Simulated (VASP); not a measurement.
# PIr2: accuracy against cost in the SCF threshold and SCF solver, part 2 of 3

How sensitive are energy, pressure and forces of PIr2 to the SCF threshold and SCF solver? The atoms are off their equilibrium sites, so that forces can be compared too. The series runs use r2SCAN. The atoms of the start are displaced at random from the sites of a Fm-3m cell.

VASP 6.6.1; r2SCAN; plane waves and PAW (P, Ir).

Still holding for the runs below: This run has no spin polarisation. Its electron count is odd, so without a moment it is a metal by construction. The k-mesh is coarse for a metal.

So far. Step 7 (SCF threshold: EDIFF = 1E-08): Against the run before the energy stays within 0.01 meV an atom and the pressure within 0.01 GPa, after 17 cycles in 53 s.

The database entry behind the starting cell differs from later determinations by our own check (0.1 to 0.3 % short, probably kX units), so it need not match the best structure at ambient conditions.

## Step 8: The SCF threshold series as a table

This step: convergence of r2SCAN results with the threshold; plane waves and PAW (VASP 6.6.1).

No new run; the numbers come from the runs before.

Differences are taken from the run with EDIFF = 1E-08. Results of the series, by row:

```csv
setting,status,energy less the reference (meV/atom),pressure (GPa),largest force difference (meV/Å),SCF cycles,wall time (s)
EDIFF = 0.01,converged,0.06755,3.779,1.48,9,30
EDIFF = 0.001,converged,-0.003753,4.117,1.293,10,33
EDIFF = 1E-04,converged,-0.002633,4.165,1.076,11,36
EDIFF = 1E-05,converged,-6.67e-4,4.201,0.733,12,40
EDIFF = 1E-06,converged,-7.00e-5,4.189,0.139,14,45
EDIFF = 1E-08,converged,0,4.186,0,17,53
```

## Step 9: SCF solver: ALGO = Normal

This step: r2SCAN; plane waves and PAW (P, Ir) (VASP 6.6.1).

All solvers should reach one answer; they differ in cycles and robustness.

Contents of INCAR:

```
SYSTEM = PIr2
PREC = Accurate
ENCUT = 400
EDIFF = 1E-06
NELM = 100
ISMEAR = -1
SIGMA = 0.05
LREAL = .FALSE.
ALGO = Normal
METAGGA = R2SCAN
LASPH = .TRUE.
NBANDS = 17
LORBIT = 11
LWAVE = .FALSE.
LCHARG = .FALSE.
KPAR = 4
ISIF = 2
```

Contents of POSCAR:

```
PIr2
1.0
    0.0000000000      2.7675000000      2.7675000000
    2.7675000000      0.0000000000      2.7675000000
    2.7675000000      2.7675000000      0.0000000000
P Ir
1 2
Direct
   -0.0006980000     -0.0018240000      0.0097090000
    0.2376690000      0.2520630000      0.2591990000
    0.7571980000      0.7409000000      0.7626800000
```

Contents of KPOINTS:

```
Automatic mesh
0
Gamma
7 7 7
0 0 0
```

PAW data sets: P and Ir (PBE family, release 64).

On the command line:

```console
$ mpirun -np 4 vasp_std
```

Output:

```text
[... set-up lines as in an earlier step ...]
 entering main loop
       N       E                     dE             d eps       ncg     rms          rms(c)
[... 14 cycles as in an earlier step ...]
   1 F= -.11510049E+03 E0= -.11509658E+03  d E =-.780864E-02
```

Elapsed: 45 s, on 4 MPI ranks of Intel Xeon 6975P-C (Granite Rapids), shared host; peak memory 0.85 GiB.

Parts of OUTCAR (step 9):

```text
   NELECT =      23.0000    total number of electrons

 E-fermi :   9.7213

 k-point     1 :       0.0000    0.0000    0.0000
  band No.  band energies     occupation
    ...
      5       3.6477      2.00000
      6       3.6531      2.00000
      7       9.0432      2.00000
      8       9.1553      1.99998
      9       9.2035      1.99994
     10      10.7324      0.00000
     11      11.5088      0.00000
     12      11.5370      0.00000
     13      14.3373      0.00000
     14      14.5615      0.00000
    ...

[... 12 parts as in an earlier step ...]

[... 9 further parts left out ...]
```

This step gave:

```yaml
scf_cycles: 14
pressure: 4.189 GPa
```

The series starts at -38.3655 eV an atom and 4.19 GPa, after 14 cycles in 45 s.

## Step 10: SCF solver: ALGO = Fast

INCAR: that of step 9 with these lines changed.

```diff
@@ -8,3 +8,3 @@
 LREAL = .FALSE.
-ALGO = Normal
+ALGO = Fast
 METAGGA = R2SCAN
```

POSCAR is that of step 9.

KPOINTS is that of step 9.

On the command line:

```console
$ mpirun -np 4 vasp_std
```

Output:

```text
[... set-up lines as in an earlier step ...]
 entering main loop
       N       E                     dE             d eps       ncg     rms          rms(c)
[... 5 cycles as in an earlier step ...]
RMM:   6    -0.115101547832E+03    0.55271E+01   -0.37330E+00  5854   0.197E+01    0.993E+00
RMM:   7    -0.115104176823E+03   -0.26290E-02   -0.43248E-01  6387   0.571E+00    0.550E+00
RMM:   8    -0.115098035688E+03    0.61411E-02   -0.11230E-01  6841   0.254E+00    0.703E-01
RMM:   9    -0.115099630999E+03   -0.15953E-02   -0.21033E-02  7235   0.129E+00    0.500E-01
[...]
RMM:  14    -0.115100478074E+03   -0.10246E-04   -0.10595E-04  7102   0.103E-01    0.606E-02
RMM:  15    -0.115100484048E+03   -0.59740E-05   -0.40265E-05  6799   0.404E-02    0.310E-02
RMM:  16    -0.115100485684E+03   -0.16359E-05   -0.50025E-06  5339   0.203E-02    0.244E-02
WARNING in EDDRMM: call to ZHEGV failed, returncode =   6  3     17
RMM:  17    -0.115100485895E+03   -0.21055E-06   -0.15340E-06  4208   0.962E-03
   1 F= -.11510049E+03 E0= -.11509658E+03  d E =-.780792E-02
```

Wall time 69 s (4 MPI ranks); peak memory 0.83 GiB; 4.6 min of CPU time.

Parts of OUTCAR (step 10):

```text
  Total        0.9983621      1.2535825      1.0027704      0.1372530     -0.1313214      0.2957523
  in kB       37.7316504     47.3773325     37.8982555      5.1872771     -4.9631032     11.1775278
  external PRESSURE =      41.0024128 kB  Pullay stress =       0.0000000 kB

 POSITION                                       TOTAL-FORCE (eV/Angst)
 -----------------------------------------------------------------------------------
      2.78932      2.79244      5.52802        -0.034585     -0.016389     -0.118649
      1.41492      1.37508      1.35533        -0.269511      0.812955      0.370402
      4.16116      4.20626      4.14599         0.304096     -0.796566     -0.251753
 -----------------------------------------------------------------------------------
    total drift:                                0.000071      0.000104      0.000064

  FREE ENERGIE OF THE ION-ELECTRON SYSTEM (eV)
  ---------------------------------------------------
  free  energy   TOTEN  =      -115.1004858948 eV

  energy  without entropy=     -115.0926779749  energy(sigma->0) =     -115.09658193

[... 2 parts as in an earlier step ...]

[... 1 further part left out ...]
[key lines of the parts left out:]
E-fermi :   9.7220
```

Against the first of the series the energy stays within 0.01 meV an atom; the pressure moves by -0.09 GPa, after 17 cycles in 69 s.

## Step 11: SCF solver: ALGO = VeryFast

INCAR: that of step 10 with these lines changed.

```diff
@@ -8,3 +8,3 @@
 LREAL = .FALSE.
-ALGO = Fast
+ALGO = VeryFast
 METAGGA = R2SCAN
```

POSCAR is that of step 10.

KPOINTS is that of step 10.

On the command line:

```console
$ mpirun -np 4 vasp_std
```

Output:

```text
[... set-up lines as in an earlier step ...]
 entering main loop
       N       E                     dE             d eps       ncg     rms          rms(c)
RMM:   1     0.925027168736E+02    0.92503E+02   -0.66987E+03  2924   0.902E+02
RMM:   2    -0.725230091398E+02   -0.16503E+03   -0.16726E+03  2924   0.270E+02
RMM:   3    -0.104443221932E+03   -0.31920E+02   -0.27023E+02  2924   0.111E+02
RMM:   4    -0.115647438466E+03   -0.11204E+02   -0.68282E+01  2924   0.780E+01
[...]
RMM:  20    -0.115100483806E+03   -0.26036E-05   -0.13510E-05  6873   0.279E-02    0.130E-02
RMM:  21    -0.115100484813E+03   -0.10069E-05   -0.19492E-06  4663   0.121E-02    0.490E-03
RMM:  22    -0.115100485220E+03   -0.40689E-06   -0.56346E-07  4040   0.635E-03
   1 F= -.11510049E+03 E0= -.11509658E+03  d E =-.780858E-02
```

Elapsed: 87 s, on 4 MPI ranks; peak memory 0.82 GiB; 5.7 min of CPU time.

Parts of OUTCAR (step 11):

```text
  Total        1.0202567      1.2755517      1.0246656      0.1375165     -0.1315703      0.2965960
  in kB       38.5591237     48.2076275     38.7257523      5.1972350     -4.9725092     11.2094162
  external PRESSURE =      41.8308345 kB  Pullay stress =       0.0000000 kB

 POSITION                                       TOTAL-FORCE (eV/Angst)
 -----------------------------------------------------------------------------------
      2.78932      2.79244      5.52802        -0.034572     -0.016383     -0.118595
      1.41492      1.37508      1.35533        -0.269429      0.812649      0.370273
      4.16116      4.20626      4.14599         0.304001     -0.796267     -0.251677
 -----------------------------------------------------------------------------------
    total drift:                                0.000055      0.000083     -0.000015

  FREE ENERGIE OF THE ION-ELECTRON SYSTEM (eV)
  ---------------------------------------------------
  free  energy   TOTEN  =      -115.1004852201 eV

  energy  without entropy=     -115.0926766380  energy(sigma->0) =     -115.09658093

[... 2 parts as in an earlier step ...]

[... 1 further part left out ...]
[key lines of the parts left out:]
E-fermi :   9.7213
```

Against the first of the series the energy stays within 0.01 meV an atom; the pressure moves by -0.01 GPa, after 22 cycles in 87 s.

## Step 12: SCF solver: ALGO = All

INCAR: that of step 11 with these lines changed.

```diff
@@ -8,3 +8,3 @@
 LREAL = .FALSE.
-ALGO = VeryFast
+ALGO = All
 METAGGA = R2SCAN
```

POSCAR is that of step 11.

KPOINTS is that of step 11.

On the command line:

```console
$ mpirun -np 4 vasp_std
```

Output:

```text
[... set-up lines as in an earlier step ...]
 entering main loop
       N       E                     dE             d eps       ncg     rms           ort
DAV:   1     0.691902937082E+02    0.69190E+02   -0.10018E+04  2924   0.115E+03
DAV:   2    -0.112212867947E+03   -0.18140E+03   -0.17311E+03  2924   0.328E+02
DAV:   3    -0.120485471727E+03   -0.82726E+01   -0.81322E+01  2924   0.726E+01
DAV:   4    -0.120625736901E+03   -0.14027E+00   -0.13989E+00  2924   0.969E+00
DAV:   5    -0.120628668241E+03   -0.29313E-02   -0.29303E-02  2924   0.130E+00
SDA:   6    -0.113413015742E+03    0.72157E+01   -0.29303E-02  2924   0.877E+01   0.000E+00
 gam= 0.000 g(H,U,f)=  0.639E+01 0.229E+01 0.918E-01 ort(H,U,f) = 0.000E+00 0.000E+00 0.000E+00
 gam= 0.000 trial= 0.400  step=  0.3463 mean=  0.4000
CGA:   7    -0.114933803830E+03   -0.15208E+01   -0.15192E+01  2924   0.338E+00  -0.241E-01
 gam= 0.039 g(H,U,f)=  0.207E+00 0.128E+00 0.368E-02 ort(H,U,f) =-0.580E+00 0.541E+00 0.154E-01
 gam= 0.039 trial= 0.395  step=  0.8716 mean=  0.3946
[...]
gam= 0.457 trial= 0.529  step=  0.4921 mean=  0.5285
CGA:  13    -0.115100458855E+03   -0.50058E-04   -0.49873E-04  2924   0.463E-04  -0.102E-04
 gam= 0.220 g(H,U,f)=  0.392E-04 0.686E-05 0.237E-06 ort(H,U,f) =-0.325E-05-0.675E-05-0.171E-06
 gam= 0.220 trial= 0.525  step=  1.0969 mean=  0.5249
CGA:  14    -0.115100481002E+03   -0.22147E-04   -0.24168E-04  2924   0.105E-04  -0.706E-05
 gam= 0.226 g(H,U,f)=  0.862E-05 0.186E-05 0.116E-07 ort(H,U,f) =-0.528E-05-0.178E-05 0.849E-08
 gam= 0.226 trial= 0.582  step=  0.6833 mean=  0.5821
CGA:  15    -0.115100484024E+03   -0.30211E-05   -0.30368E-05  2924   0.513E-05  -0.321E-06
 gam= 0.489 g(H,U,f)=  0.311E-05 0.202E-05 0.922E-08 ort(H,U,f) = 0.131E-06-0.465E-06 0.133E-07
 gam= 0.489 trial= 0.592  step=  0.4246 mean=  0.5922
CGA:  16    -0.115100485081E+03   -0.10578E-05   -0.10559E-05  2924   0.909E-06  -0.320E-07
 gam= 0.177 g(H,U,f)=  0.698E-06 0.207E-06 0.373E-08 ort(H,U,f) =-0.134E-06 0.929E-07 0.959E-08
 gam= 0.177 trial= 0.575  step=  0.8332 mean=  0.5754
CGA:  17    -0.115100485448E+03   -0.36654E-06   -0.37641E-06  2924   0.278E-06  -0.667E-07
 gam= 0.306 g(H,U,f)=  0.227E-06 0.501E-07 0.745E-09 ort(H,U,f) =-0.103E-06 0.363E-07-0.349E-10
 gam= 0.306 trial= 0.601  step=  0.5130 mean=  0.6012
 final diagonalization occupied
   1 F= -.11510049E+03 E0= -.11509658E+03  d E =-.780872E-02
```

Wall time 62 s (4 MPI ranks); peak memory 1.1 GiB; 4.1 min of CPU time.

OUTCAR, selected parts (step 12):

```text
  Total        1.0213440      1.2766330      1.0257343      0.1375326     -0.1315595      0.2966115
  in kB       38.6002182     48.2484952     38.7661433      5.1978444     -4.9720997     11.2100025
  external PRESSURE =      41.8716189 kB  Pullay stress =       0.0000000 kB

 POSITION                                       TOTAL-FORCE (eV/Angst)
 -----------------------------------------------------------------------------------
      2.78932      2.79244      5.52802        -0.034576     -0.016389     -0.118610
      1.41492      1.37508      1.35533        -0.269417      0.812669      0.370290
      4.16116      4.20626      4.14599         0.303992     -0.796281     -0.251680
 -----------------------------------------------------------------------------------
    total drift:                                0.000039      0.000089     -0.000056

  FREE ENERGIE OF THE ION-ELECTRON SYSTEM (eV)
  ---------------------------------------------------
  free  energy   TOTEN  =      -115.1004854479 eV

  energy  without entropy=     -115.0926767248  energy(sigma->0) =     -115.09658109

[... 2 parts as in an earlier step ...]

[... 1 further part left out ...]
[key lines of the parts left out:]
E-fermi :   9.7216
```

Against the first of the series the energy stays within 0.01 meV an atom and the pressure within 0.01 GPa, after 17 cycles in 62 s.

## Step 13: SCF solver: ALGO = Damped

INCAR: that of step 12 with these lines changed.

```diff
@@ -8,3 +8,3 @@
 LREAL = .FALSE.
-ALGO = All
+ALGO = Damped
 METAGGA = R2SCAN
```

POSCAR is that of step 12.

KPOINTS is that of step 12.

On the command line:

```console
$ mpirun -np 4 vasp_std
```

Output:

```text
[... set-up lines as in an earlier step ...]
 entering main loop
       N       E                     dE             d eps       ncg     rms           ort
DAV:   1     0.163825101907E+03    0.16383E+03   -0.89033E+03  2924   0.115E+03
DAV:   2    -0.655867798363E+02   -0.22941E+03   -0.22090E+03  2924   0.385E+02
DAV:   3    -0.112267135880E+03   -0.46680E+02   -0.44418E+02  2924   0.154E+02
DAV:   4    -0.119641637526E+03   -0.73745E+01   -0.72094E+01  2924   0.684E+01
[...]
DMP:  20    -0.115100480515E+03   -0.19849E-05   -0.51319E-05  2924   0.124E-04   0.104E-05
DMP:  21    -0.115100483873E+03   -0.33576E-05   -0.13337E-05  2924   0.165E-05   0.440E-05
DMP:  22    -0.115100484466E+03   -0.59244E-06   -0.54965E-06  2924   0.145E-05  -0.186E-06
 final diagonalization occupied
   1 F= -.11510048E+03 E0= -.11509658E+03  d E =-.780845E-02
```

The job ended after 64 s (4 MPI ranks; peak memory 1.1 GiB; 4.2 min of CPU time).

Parts of OUTCAR (step 13):

```text
  Total        1.0318372      1.2869817      1.0362654      0.1374684     -0.1314846      0.2964809
  in kB       38.9967906     48.6396069     39.1641488      5.1954209     -4.9692681     11.2050666
  external PRESSURE =      42.2668487 kB  Pullay stress =       0.0000000 kB

 POSITION                                       TOTAL-FORCE (eV/Angst)
 -----------------------------------------------------------------------------------
      2.78932      2.79244      5.52802        -0.034557     -0.016361     -0.118623
      1.41492      1.37508      1.35533        -0.269428      0.812618      0.370313
      4.16116      4.20626      4.14599         0.303985     -0.796257     -0.251690
 -----------------------------------------------------------------------------------
    total drift:                                0.000008      0.000018     -0.000022

  FREE ENERGIE OF THE ION-ELECTRON SYSTEM (eV)
  ---------------------------------------------------
  free  energy   TOTEN  =      -115.1004844656 eV

  energy  without entropy=     -115.0926760175  energy(sigma->0) =     -115.09658024

[... 2 parts as in an earlier step ...]

[... 1 further part left out ...]
[key lines of the parts left out:]
E-fermi :   9.7214
```

Against the first of the series the energy stays within 0.01 meV an atom; the pressure moves by +0.04 GPa, after 22 cycles in 64 s.

## Step 14: SCF solver: AMIX = 0.1, BMIX = 0.01

INCAR: that of step 13 with these lines changed.

```diff
@@ -8,3 +8,3 @@
 LREAL = .FALSE.
-ALGO = Damped
+ALGO = Normal
 METAGGA = R2SCAN
@@ -17 +17,3 @@
 ISIF = 2
+AMIX = 0.1
+BMIX = 0.01
```

POSCAR is that of step 13.

KPOINTS is that of step 13.

On the command line:

```console
$ mpirun -np 4 vasp_std
```

Output:

```text
[... set-up lines as in an earlier step ...]
 entering main loop
       N       E                     dE             d eps       ncg     rms          rms(c)
[... 5 cycles as in an earlier step ...]
DAV:   6    -0.115391750781E+03    0.52369E+01   -0.13082E+00  7740   0.120E+01    0.198E+01
DAV:   7    -0.115146625873E+03    0.24512E+00   -0.74219E-01  8996   0.963E+00    0.119E+01
DAV:   8    -0.115248110206E+03   -0.10148E+00   -0.63229E-01  8323   0.921E+00    0.287E+00
DAV:   9    -0.115102119459E+03    0.14599E+00   -0.36260E-01  8222   0.673E+00    0.198E+00
[...]
DAV:  23    -0.115100489075E+03    0.38664E-05   -0.31717E-06  5817   0.193E-02    0.648E-02
DAV:  24    -0.115100486808E+03    0.22678E-05   -0.15002E-06  3460   0.133E-02    0.242E-02
DAV:  25    -0.115100486179E+03    0.62900E-06   -0.35767E-07  3166   0.444E-03
   1 F= -.11510049E+03 E0= -.11509658E+03  d E =-.780866E-02
```

Run time: 78 s. Hardware: 4 MPI ranks; peak memory 0.83 GiB; 5.1 min of CPU time.

OUTCAR, selected parts (step 14):

```text
  Total        1.0152051      1.2704107      1.0195726      0.1374565     -0.1315107      0.2963754
  in kB       38.3682068     48.0133303     38.5332686      5.1949703     -4.9702572     11.2010783
  external PRESSURE =      41.6382686 kB  Pullay stress =       0.0000000 kB

 POSITION                                       TOTAL-FORCE (eV/Angst)
 -----------------------------------------------------------------------------------
      2.78932      2.79244      5.52802        -0.034595     -0.016399     -0.118682
      1.41492      1.37508      1.35533        -0.269504      0.813012      0.370454
      4.16116      4.20626      4.14599         0.304099     -0.796613     -0.251772
 -----------------------------------------------------------------------------------
    total drift:                                0.000048      0.000097     -0.000060

  FREE ENERGIE OF THE ION-ELECTRON SYSTEM (eV)
  ---------------------------------------------------
  free  energy   TOTEN  =      -115.1004861786 eV

  energy  without entropy=     -115.0926775177  energy(sigma->0) =     -115.09658185

[... 2 parts as in an earlier step ...]

[... 1 further part left out ...]
[key lines of the parts left out:]
E-fermi :   9.7215
```

Against the first of the series the energy stays within 0.01 meV an atom; the pressure moves by -0.03 GPa, after 25 cycles in 78 s.

## Step 15: SCF solver: AMIX = 0.8

INCAR: that of step 14 with these lines changed.

```diff
@@ -17,3 +17,2 @@
 ISIF = 2
-AMIX = 0.1
-BMIX = 0.01
+AMIX = 0.8
```

POSCAR is that of step 14.

KPOINTS is that of step 14.

On the command line:

```console
$ mpirun -np 4 vasp_std
```

Output:

```text
[... set-up lines as in an earlier step ...]
 entering main loop
       N       E                     dE             d eps       ncg     rms          rms(c)
[... 5 cycles as in an earlier step ...]
DAV:   6    -0.116135537928E+03    0.44931E+01   -0.14734E+01  7627   0.449E+01    0.934E+00
DAV:   7    -0.115211934656E+03    0.92360E+00   -0.66859E+00  7707   0.319E+01    0.668E+00
DAV:   8    -0.115104455821E+03    0.10748E+00   -0.31613E-01  7694   0.650E+00    0.887E-01
DAV:   9    -0.115100270333E+03    0.41855E-02   -0.44459E-02  8782   0.188E+00    0.324E-01
[...]
DAV:  13    -0.115100482630E+03    0.18976E-04   -0.47908E-05  8038   0.855E-02    0.204E-02
DAV:  14    -0.115100485340E+03   -0.27105E-05   -0.67506E-06  7384   0.188E-02    0.501E-03
DAV:  15    -0.115100485165E+03    0.17472E-06   -0.23613E-07  3559   0.571E-03
   1 F= -.11510049E+03 E0= -.11509658E+03  d E =-.780854E-02
```

Wall time 51 s (4 MPI ranks); peak memory 0.85 GiB.

(Continued in part 3 of 3.)

[Lines on the potential files, build, host, timing and source positions are cut from VASP's logs without a mark.]

[Logs are printed without paths, hosts, clocks, repeated set-up lines and the standing remarks that a program may print on its own settings, such as how far it seeks lower states.]

[Hosts, paths, dates, database ids (printed as entryN), source tags and the programs' standing remarks are cut or masked in the printed files.]

[A measured line is paired with the nearest computed mode of its activity, which favours agreement.]

[In band tables of VASP the shares of atoms and orbitals are scaled to a sum of 1 inside the atoms' spheres.]
